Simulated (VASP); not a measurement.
Set up this calculation in VASP 6.6.1, as the native input.

* Task: single point
* Functional: PBEsol
* Potentials or basis: VASP PAW PBE potentials, release 64 (Ni, Mo_sv, S)
* Cutoff: 350 eV
* k mesh: 3 × 3 × 2
* Occupations: gaussian, width 0.03 eV
* Spin: collinear spin, ferromagnetic start
* Starting moments: [4.0, 0.0, 0.0, 0.0, 0.0, 0.0, 0.0, 0.0, 0.0, 0.0, 0.0, 0.0, 0.0, 0.0, 0.0, 0.0, 0.0, 0.0, 0.0, 0.0, 0.0, 0.0, 0.0, 0.0] μB
* Hubbard terms: Ni d U = 5 eV
* Dq: 0
* Further INCAR settings: LREAL = Auto; ALGO = Normal; EDIFF = 1e-05

The structure of NiMo7S16 (a cell with a defect) lies in POSCAR:

```
NiMo7S16
1.0
    6.3379960990      0.0000000000      0.0000000000
   -3.1689980495      5.4888656308      0.0000000000
    0.0000000000      0.0000000000     12.3240000000
Ni Mo S
1 7 16
Direct
    0.1666666667      0.3333333333      0.2500000000
    0.1666666667      0.8333333333      0.2500000000
    0.6666666667      0.3333333333      0.2500000000
    0.6666666667      0.8333333333      0.2500000000
    0.3333333333      0.1666666667      0.7500000000
    0.3333333333      0.6666666667      0.7500000000
    0.8333333333      0.1666666667      0.7500000000
    0.8333333333      0.6666666667      0.7500000000
    0.1666666667      0.3333333333      0.6230000000
    0.1666666667      0.8333333333      0.6230000000
    0.6666666667      0.3333333333      0.6230000000
    0.6666666667      0.8333333333      0.6230000000
    0.3333333333      0.1666666667      0.1230000000
    0.3333333333      0.6666666667      0.1230000000
    0.8333333333      0.1666666667      0.1230000000
    0.8333333333      0.6666666667      0.1230000000
    0.1666666667      0.3333333333      0.8770000000
    0.1666666667      0.8333333333      0.8770000000
    0.6666666667      0.3333333333      0.8770000000
    0.6666666667      0.8333333333      0.8770000000
    0.3333333333      0.1666666667      0.3770000000
    0.3333333333      0.6666666667      0.3770000000
    0.8333333333      0.1666666667      0.3770000000
    0.8333333333      0.6666666667      0.3770000000
```

The input as run:

INCAR

```
SYSTEM = NiMo7S16
PREC     = Accurate       ! precision mode
ENCUT    = 350            ! plane-wave cutoff, eV
EDIFF    = 1E-5           ! SCF threshold, eV
ISMEAR   = 0              ! smearing method
SIGMA    = 0.03           ! smearing width, eV
LREAL    = Auto         
LASPH    = .True.         ! aspherical terms in the spheres
NELM     = 120            ! most SCF steps
ALGO     = Normal         ! electronic algorithm
ISIF     = 2              ! what is computed and relaxed
LWAVE    = .False.        ! write WAVECAR
LCHARG   = .False.        ! write CHGCAR
ISPIN    = 2              ! spin polarisation
MAGMOM   = 4 0 0 0 0 0 0 0 0 0 0 0 0 0 0 0 0 0 0 0 0 0 0 0 ! initial moments
LORBIT   = 11             ! projections on sites
LMAXMIX  = 4              ! l up to which the mixer works
LDAU     = .True.         ! DFT+U
LDAUTYPE = 2            
LDAUL    = 2 -1 -1        ! shell
LDAUU    = 5 0 0          ! U, eV
LDAUJ    = 0 0 0        
LDAUPRINT= 1            
GGA      = PS             ! functional
KPAR     = 4
```

KPOINTS

```
regular mesh
0
Gamma
  3 3 2
  0 0 0
```

Potentials or basis: VASP PAW PBE potentials, release 64 (Ni, Mo_sv, S).

Run with:

```bash
$ cat potpaw_PBE.64/Ni/POTCAR potpaw_PBE.64/Mo_sv/POTCAR potpaw_PBE.64/S/POTCAR > POTCAR
$ mpirun -np 4 vasp_std > vasp.out
```

It gave:

```yaml
Pressure: -4.3 GPa
Largest_force: 0.829 eV/Å
Band_gap_on_the_k_mesh: none (metal or under the smearing width)
Net_moment: 1.33 μB per cell
Site_moments: Ni +0.37; Mo +0.20, +0.00, -0.00; S +0.00, -0.00, +0.03 μB
Valence_electrons_inside_the_program's_atomic_spheres: Ni 9.35; Mo 12.43, 12.47; S 3.67, 3.63, 3.66
```

Caveat: the k mesh is coarse (spacing up to 0.38 Å⁻¹), so the values aren't converged; the PAW data sets were made with another functional, which shifts forces and pressure a little; the moment fell far below its start of 4 μB, so a state of higher moment may lie lower in energy.

Run time: 3.1 min on 4 MPI ranks on Intel(R) Xeon(R) 6975P-C (Granite Rapids) (shared host), peak memory 0.6 GiB a rank.
